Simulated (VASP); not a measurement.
Calculation: PBEsol GGA, VASP's PBE PAW potentials (set 64) (plane waves; VASP).

A VASP calculation is set up with these files.

### POSCAR
```
TiAl
4.9154060
  0.2895349859   0.1671631888   0.9424574512
 -0.2895349859   0.1671631888   0.9424574512
  0.0000000000  -0.3343261745   0.9424574509
Al Ti
1 1
Cart
  0.0000000000   0.0000000000   0.0000000000
  0.0000000000   0.0000001016   1.4136861766
```

**INCAR**
```
SYSTEM = TiAl
PREC = Accurate
ENCUT = 400
EDIFF = 1E-7
NELM = 100
ALGO = Normal
LREAL = .FALSE.
LASPH = .TRUE.
ISMEAR = -5
GGA = PS
LMAXMIX = 4
LWAVE = .FALSE.
LCHARG = .TRUE.
LORBIT = 11
NEDOS = 601
ISIF = 2
```

File KPOINTS:
```
Automatic mesh
0
Gamma
17 17 17
0 0 0
```

POTCAR, in this order: Al Ti_sv (PBE.64 set). Program: vasp_std.

### Question
What will the output report for the number of irreducible k-points (NKPTS), number of bands (NBANDS), largest plane-wave count, number of space-group operations, FFT grid (NGX, NGY, NGZ)?

### Answer

| Quantity | Value |
|---|---|
| number of irreducible k-points (NKPTS) | 489 |
| number of bands (NBANDS) | 11 |
| largest plane-wave count | 606 |
| number of space-group operations | 12 |
| FFT grid (NGX, NGY, NGZ) | 32 × 32 × 32 |

The structure was generated: TiAl was put into the CuPt type (R-3m), which need not be its known phase. It was relaxed first. The electron count is odd and the run is not spin-polarised, which forces a metal.
